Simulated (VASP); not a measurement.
A convergence study with VASP on Re (hcp): one setting is varied, all else stays as given below, so the limit is that of these other settings. Each run relaxes cell and ions from the cell shown.

```xyz
2
Lattice="1.3800 -2.3902 0.0000 1.3800 2.3902 0.0000 0.0000 0.0000 4.4600" Properties=species:S:1:pos:R:3 pbc="T T T"
Re     1.3800     0.7967     1.1150
Re     1.3800    -0.7967     3.3450
```

These are LDA (Ceperley-Alder, Perdew-Zunger), VASP's LDA PAW potentials (set 64) (plane waves; VASP) values and carry that method's errors. The tightest run used: 550 eV cut-off, 20×20×11 Γ-centred mesh, first-order Methfessel-Paxton smearing of 0.10 eV, potentials Re.

Question: The settings run are 2×2×1 mesh; 3×3×2 mesh; 4×4×2 mesh; 5×5×3 mesh; 6×6×3 mesh; 7×7×4 mesh; 8×8×4 mesh; 9×9×5 mesh; 10×10×5 mesh; 11×11×6 mesh; 12×12×6 mesh; 14×14×7 mesh; 15×15×8 mesh; 16×16×8 mesh; 17×17×9 mesh; 18×18×10 mesh; 19×19×10 mesh; 20×20×11 mesh. From which on does the relaxed volume stay within 0.1 Å³/atom of the tightest run?

Answer: From 4×4×2 mesh on: it is off by 0.018 there and by no more than 0.1 in any finer run, while 3×3×2 mesh is off by 0.357.
```json
[
 {"setting": "2×2×1 mesh", "relaxed volume (Å³/atom)": "13.694", "E (eV/atom)": "-14.6239", "irreducible k-points": "2", "difference judged (Å³/atom)": "0.691"},
 {"setting": "3×3×2 mesh", "relaxed volume (Å³/atom)": "14.743", "E (eV/atom)": "-13.3464", "irreducible k-points": "6", "difference judged (Å³/atom)": "0.357"},
 {"setting": "4×4×2 mesh", "relaxed volume (Å³/atom)": "14.404", "E (eV/atom)": "-13.6930", "irreducible k-points": "8", "difference judged (Å³/atom)": "0.018"},
 {"setting": "5×5×3 mesh", "relaxed volume (Å³/atom)": "14.332", "E (eV/atom)": "-13.8065", "irreducible k-points": "10", "difference judged (Å³/atom)": "0.054"},
 {"setting": "6×6×3 mesh", "relaxed volume (Å³/atom)": "14.400", "E (eV/atom)": "-13.7758", "irreducible k-points": "14", "difference judged (Å³/atom)": "0.014"},
 {"setting": "7×7×4 mesh", "relaxed volume (Å³/atom)": "14.382", "E (eV/atom)": "-13.7642", "irreducible k-points": "24", "difference judged (Å³/atom)": "0.004"},
 {"setting": "8×8×4 mesh", "relaxed volume (Å³/atom)": "14.408", "E (eV/atom)": "-13.7492", "irreducible k-points": "30", "difference judged (Å³/atom)": "0.022"},
 {"setting": "9×9×5 mesh", "relaxed volume (Å³/atom)": "14.384", "E (eV/atom)": "-13.7616", "irreducible k-points": "36", "difference judged (Å³/atom)": "0.002"},
 {"setting": "10×10×5 mesh", "relaxed volume (Å³/atom)": "14.379", "E (eV/atom)": "-13.7698", "irreducible k-points": "42", "difference judged (Å³/atom)": "0.007"},
 {"setting": "11×11×6 mesh", "relaxed volume (Å³/atom)": "14.381", "E (eV/atom)": "-13.7638", "irreducible k-points": "64", "difference judged (Å³/atom)": "0.005"},
 {"setting": "12×12×6 mesh", "relaxed volume (Å³/atom)": "14.397", "E (eV/atom)": "-13.7626", "irreducible k-points": "76", "difference judged (Å³/atom)": "0.011"},
 {"setting": "14×14×7 mesh", "relaxed volume (Å³/atom)": "14.389", "E (eV/atom)": "-13.7663", "irreducible k-points": "96", "difference judged (Å³/atom)": "0.003"},
 {"setting": "15×15×8 mesh", "relaxed volume (Å³/atom)": "14.392", "E (eV/atom)": "-13.7653", "irreducible k-points": "135", "difference judged (Å³/atom)": "0.006"},
 {"setting": "16×16×8 mesh", "relaxed volume (Å³/atom)": "14.389", "E (eV/atom)": "-13.7641", "irreducible k-points": "150", "difference judged (Å³/atom)": "0.003"},
 {"setting": "17×17×9 mesh", "relaxed volume (Å³/atom)": "14.386", "E (eV/atom)": "-13.7662", "irreducible k-points": "165", "difference judged (Å³/atom)": "0.000"},
 {"setting": "18×18×10 mesh", "relaxed volume (Å³/atom)": "14.385", "E (eV/atom)": "-13.7646", "irreducible k-points": "222", "difference judged (Å³/atom)": "0.001"},
 {"setting": "19×19×10 mesh", "relaxed volume (Å³/atom)": "14.383", "E (eV/atom)": "-13.7653", "irreducible k-points": "240", "difference judged (Å³/atom)": "0.003"},
 {"setting": "20×20×11 mesh", "relaxed volume (Å³/atom)": "14.386", "E (eV/atom)": "-13.7657", "irreducible k-points": "264", "difference judged (Å³/atom)": "0.000"}
]
```

Left out are rungs that failed or repeat a setting and relaxations that didn't move; long series are thinned to 24 rows.

The compound is Re in the hcp structure.
